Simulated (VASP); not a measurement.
Computed with revTPSS meta-GGA, VASP's PBE PAW potentials (set 64) (plane waves; VASP).

VASP input:

**POSCAR**
```
TiO2
1.0
  4.6276648905   0.0000000000   0.0000000000
  0.0000000000   4.6276648905   0.0000000000
  0.0000000000   0.0000000000   2.9729846011
Ti O
2 4
Cartesian
  0.0000000000   4.6276648905   0.0000000000
  2.3138324453   2.3138324453   1.4864923005
  1.4072842199   1.4072842199   0.0000000000
  3.7211166651   0.9065482254   1.4864923005
  0.9065482254   3.7211166651   1.4864923005
  3.2203806706   3.2203806706   0.0000000000
```

**KPOINTS**
```
Automatic
0
gamma
  5 5 7
```

**INCAR**
```
SYSTEM  =  TiO2
PREC  =  Accurate; ENCUT  =  520; LREAL  =  .False.
LASPH  =  .True.
EDIFF  =  1E-6; NELM  =  100; ALGO  =  Normal
LMAXMIX  =  4; LMIXTAU  =  .True.
ISMEAR  =  0; SIGMA  =  0.05
METAGGA  =  RTPSS
IBRION  =  2; NSW  =  60; ISIF  =  3
EDIFFG  =  -0.02
LWAVE  =  .False.; LCHARG  =  .False.
```

POTCAR, in this order: Ti_sv O (PBE.64 set). Program: vasp_std.

Output of the run:

OSZICAR:
```
       N       E                     dE             d eps       ncg     rms          rms(c)
DAV:   1     0.653713223673E+03    0.65371E+03   -0.25105E+04  1344   0.203E+03
DAV:   2     0.500369117349E+02   -0.60368E+03   -0.58771E+03  1392   0.589E+02
DAV:   3    -0.604040407486E+02   -0.11044E+03   -0.10640E+03  2292   0.207E+02
DAV:   4    -0.700697085201E+02   -0.96657E+01   -0.95961E+01  1912   0.579E+01
DAV:   5    -0.705737699374E+02   -0.50406E+00   -0.50300E+00  1936   0.120E+01    0.355E+01
DAV:   6    -0.628424616630E+02    0.77313E+01   -0.40699E+02  1708   0.166E+02    0.264E+01
DAV:   7    -0.590293076640E+02    0.38132E+01   -0.25289E+01  1668   0.558E+01    0.169E+01
DAV:   8    -0.568930149572E+02    0.21363E+01   -0.44280E+01  1640   0.519E+01    0.667E+00
DAV:   9    -0.589699067604E+02   -0.20769E+01   -0.11439E+01  1864   0.245E+01    0.437E+00
DAV:  10    -0.587772587963E+02    0.19265E+00   -0.15247E+00  2024   0.888E+00    0.616E+00
DAV:  11    -0.587451636186E+02    0.32095E-01   -0.34630E+00  1908   0.103E+01    0.144E+00
DAV:  12    -0.588039636580E+02   -0.58800E-01   -0.28691E-01  2008   0.474E+00    0.160E+00
DAV:  13    -0.587894710086E+02    0.14493E-01   -0.62941E-02  1928   0.199E+00    0.114E+00
DAV:  14    -0.587905959565E+02   -0.11249E-02   -0.15902E-02  1684   0.129E+00    0.544E-01
DAV:  15    -0.587893565596E+02    0.12394E-02   -0.50294E-02  1844   0.116E+00    0.367E-01
DAV:  16    -0.587886981244E+02    0.65844E-03   -0.32306E-03  2008   0.457E-01    0.186E-01
DAV:  17    -0.587890430398E+02   -0.34492E-03   -0.64872E-04  1576   0.288E-01    0.984E-02
DAV:  18    -0.587891271141E+02   -0.84074E-04   -0.13273E-03  2004   0.188E-01    0.263E-02
DAV:  19    -0.587891310984E+02   -0.39843E-05   -0.16868E-04  1888   0.921E-02    0.161E-02
DAV:  20    -0.587891313949E+02   -0.29653E-06   -0.15413E-05  1720   0.381E-02    0.703E-03
DAV:  21    -0.587891299662E+02    0.14287E-05   -0.71605E-06  1576   0.149E-02    0.397E-03
DAV:  22    -0.587891311810E+02   -0.12148E-05   -0.60582E-07   892   0.816E-03    0.696E-04
DAV:  23    -0.587891312844E+02   -0.10343E-06   -0.30972E-07   876   0.490E-03
   1 F= -.58789131E+02 E0= -.58789131E+02  d E =-.587891E+02
```

File OUTCAR:
```
------------------------ aborting loop because EDIFF is reached ----------------------------------------
  FORCE on cell =-STRESS in cart. coord.  units (eV):
  Direction    XX          YY          ZZ          XY          YZ          ZX
  --------------------------------------------------------------------------------------
  Total        0.0445442      0.0445442      0.0506506      0.0000000      0.0000000      0.0000000
  in kB        1.1209469      1.1209469      1.2746150      0.0000000      0.0000000      0.0000000
  external PRESSURE =       1.1721696 kB  Pullay stress =       0.0000000 kB
  volume of cell :       63.67
      direct lattice vectors                 reciprocal lattice vectors
     4.627664891  0.000000000  0.000000000     0.216091706  0.000000000  0.000000000
     0.000000000  4.627664891  0.000000000     0.000000000  0.216091706  0.000000000
     0.000000000  0.000000000  2.972984601     0.000000000  0.000000000  0.336362321
 POSITION                                       TOTAL-FORCE (eV/Angst)
 -----------------------------------------------------------------------------------
      0.00000      0.00000      0.00000         0.000000      0.000000      0.000000
      2.31383      2.31383      1.48649         0.000000      0.000000      0.000000
      1.40728      1.40728      0.00000         0.004007      0.004007     -0.000000
      3.72112      0.90655      1.48649         0.004007     -0.004007      0.000000
      0.90655      3.72112      1.48649        -0.004007      0.004007      0.000000
      3.22038      3.22038      0.00000        -0.004007     -0.004007      0.000000
 -----------------------------------------------------------------------------------
    total drift:                                0.000000      0.000000      0.000000
  FREE ENERGIE OF THE ION-ELECTRON SYSTEM (eV)
  ---------------------------------------------------
  free  energy   TOTEN  =       -58.7891312844 eV

  energy  without entropy=      -58.7891312844  energy(sigma->0) =      -58.78913128

 reached required accuracy - stopping structural energy minimisation
```
(Selected blocks of OUTCAR.)

The compound is TiO2 in the rutile structure. It was relaxed first. The start is the result of an earlier pass.
